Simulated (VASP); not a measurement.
Computed with PBE GGA, VASP's PBE PAW potentials (set 64) (plane waves; VASP 6.6.1).

VASP ran on this input.

File POSCAR:
```
TiC
1
    0.0000000000     2.1650000000     2.1650000000
    2.1650000000     0.0000000000     2.1650000000
    2.1650000000     2.1650000000     0.0000000000
Ti C
1 1
Direct
  0.0000000000   0.0000000000   0.0000000000
  0.5000000000   0.5000000000   0.5000000000
```

INCAR:
```
SYSTEM = TiC
PREC = Accurate
ENCUT = 520
EDIFF = 1E-6
NELM = 100
ALGO = Normal
LREAL = .FALSE.
LASPH = .TRUE.
ISMEAR = 1
SIGMA = 0.1
GGA = PE
LMAXMIX = 4
LWAVE = .FALSE.
LCHARG = .FALSE.
ISIF = 2
AMIX = 0.1
BMIX = 3.0
IMIX = 1
```

File KPOINTS:
```
kpoints
0
Gamma
  13 13 13
```

POTCAR, in this order: Ti_sv C (PBE.64 set). Program: vasp_std.

Q: Predict the energy per atom (σ→0), band gap (on the k-mesh).

A: 
```json
{
 "energy per atom (σ→0)": "-9.355 eV/atom",
 "band gap (on the k-mesh)": "none (metal, semimetal or under 0.01 eV)"
}
```

OSZICAR:
```
...
DAV:  56    -0.187092093235E+02   -0.97344E-05   -0.34658E-06  1956   0.242E-02    0.156E-01
DAV:  57    -0.187092164675E+02   -0.71440E-05   -0.28401E-06  1820   0.224E-02    0.145E-01
DAV:  58    -0.187092216017E+02   -0.51342E-05   -0.23232E-06  1844   0.206E-02    0.133E-01
DAV:  59    -0.187092251920E+02   -0.35903E-05   -0.19139E-06  1752   0.190E-02    0.123E-01
DAV:  60    -0.187092276143E+02   -0.24223E-05   -0.15734E-06  1720   0.175E-02    0.113E-01
DAV:  61    -0.187092291634E+02   -0.15491E-05   -0.12984E-06  1688   0.161E-02    0.105E-01
DAV:  62    -0.187092300734E+02   -0.90991E-06   -0.10754E-06  1692   0.148E-02
   1 F= -.18709230E+02 E0= -.18709167E+02  d E =-.188105E-03
```

The compound is TiC in the rock salt structure. The cell was not relaxed at this level. The run is one of a series of settings (AMIX = 0.1, BMIX = 3.0, IMIX = 1 against the base run), some of them coarse on purpose.
